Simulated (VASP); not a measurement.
Input for VASP

**POSCAR**
```
Al3Sc
1.0
  4.1380510000   0.0000000000   0.0000000000
  0.0000000000   4.0999910000   0.0000000000
  0.0000000000   0.0000000000   4.1803850000
Sc Al
1 3
Cart
  0.0000000000   0.0000000000   0.0000000000
  0.0000000000   2.0499955000   2.0901925000
  2.0690255000   0.0000000000   2.0901925000
  2.1544141824   2.0499955000   0.0000000000
```

INCAR:
```
SYSTEM = Al3Sc
PREC = Accurate
ENCUT = 400
EDIFF = 1E-6
NELM = 100
ALGO = Normal
LREAL = .FALSE.
LASPH = .TRUE.
ISMEAR = 1
SIGMA = 0.1
GGA = RE
LMAXMIX = 4
LWAVE = .FALSE.
LCHARG = .FALSE.
ISIF = 2
```

**KPOINTS**
```
Automatic mesh
0
Gamma
7 7 7
0 0 0
```

POTCAR, in this order: Sc_sv Al (PBE.64 set). Program: vasp_std.

### Question
Write an equivalent input for Ansatz.

### Answer
One equivalent input (not run):
Ansatz 0.2 input:
```yaml
crystal:
  lattice:
    - [4.1380510, 0.0000000, 0.0000000]
    - [0.0000000, 4.0999910, 0.0000000]
    - [0.0000000, 0.0000000, 4.1803850]
  atoms:
    - { symbol: Sc, position: [0.0000000, 0.0000000, 0.0000000] }
    - { symbol: Al, position: [0.0000000, 0.5000000, 0.5000000] }
    - { symbol: Al, position: [0.5000000, 0.0000000, 0.5000000] }
    - { symbol: Al, position: [0.5206350, 0.5000000, 0.0000000] }
kpoints:
  mp_grid: { grid: [7, 7, 7] }
hamiltonian:
  xc: revpbe
  pseudopotentials: { kind: paw }
scf:
  occupations: { method: methfessel_paxton, width: 0.1 }
  max_iter: 100
output: { forces: true, stress: true, eigenvalues: true }
```
Limits of the translation: each code has its own PAW files, so the cut-off isn't converted (ENCUT is set for VASP's; basis.ecutwfc is left out, and Ansatz then takes the one that its files recommend); Ansatz stops its SCF on the density residual and VASP on the energy change (EDIFF).

The compound is Al3Sc in the L1_2 structure. The cell was not relaxed at this level, atoms are displaced from their ideal sites. The run is one of a series of settings (GGA = RE against the base run), some of them coarse on purpose.
